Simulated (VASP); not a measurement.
Level of theory: PBE GGA with D4 dispersion, VASP's PBE PAW potentials (set 64) (plane waves; VASP).

VASP input:

**POSCAR**
```
CaF2
1
    0.0000000000     2.7438980719     2.7438980719
    2.7438980719    -0.0000000000     2.7438980719
    2.7438980719     2.7438980719    -0.0000000000
Ca F
1 2
Direct
  0.0000000000   1.0000000000   0.0000000000
  0.2500000000   0.2500000000   0.2500000000
  0.7500000000   0.7500000000   0.7500000000
```

### INCAR
```
ALGO = Normal
EDIFF = 1E-6
EDIFFG = -0.02
ENCUT = 520
GGA = PE
IBRION = 2
ISIF = 3
ISMEAR = 0
IVDW = 13
LASPH = .TRUE.
LCHARG = .FALSE.
LREAL = .FALSE.
LWAVE = .FALSE.
NELM = 100
NSW = 60
PREC = Accurate
SIGMA = 0.05
SYSTEM = CaF2
```

KPOINTS:
```
Automatic mesh
0
Gamma
  6 6 6
```

POTCAR, in this order: Ca_sv F (PBE.64 set). Program: vasp_std.

Q: Estimate the energy per atom (σ→0), dispersion energy, band gap (on the k-mesh).

A: 
The energy per atom (σ→0) comes out as -5.880 eV/atom and the dispersion energy is -0.302 eV. The band gap (on the k-mesh) comes out as 7.19 eV.

File OSZICAR:
```
...
DAV:   7    -0.173132303809E+02   -0.51222E-02   -0.19112E-01   680   0.391E+00    0.167E+00
DAV:   8    -0.173316760189E+02   -0.18446E-01   -0.33486E-02   656   0.227E+00    0.199E-01
DAV:   9    -0.173360339860E+02   -0.43580E-02   -0.80733E-03   632   0.716E-01    0.134E-01
DAV:  10    -0.173369457246E+02   -0.91174E-03   -0.14201E-03   648   0.281E-01    0.352E-02
DAV:  11    -0.173369577525E+02   -0.12028E-04   -0.10245E-04   672   0.935E-02    0.169E-02
DAV:  12    -0.173369643267E+02   -0.65742E-05   -0.24423E-05   664   0.483E-02    0.326E-03
DAV:  13    -0.173369647041E+02   -0.37735E-06   -0.37661E-06   648   0.162E-02
   1 F= -.17639128E+02 E0= -.17639128E+02  d E =-.176391E+02
```

The compound is CaF2 in the fluorite structure. It was relaxed first. The start is the result of an earlier pass.
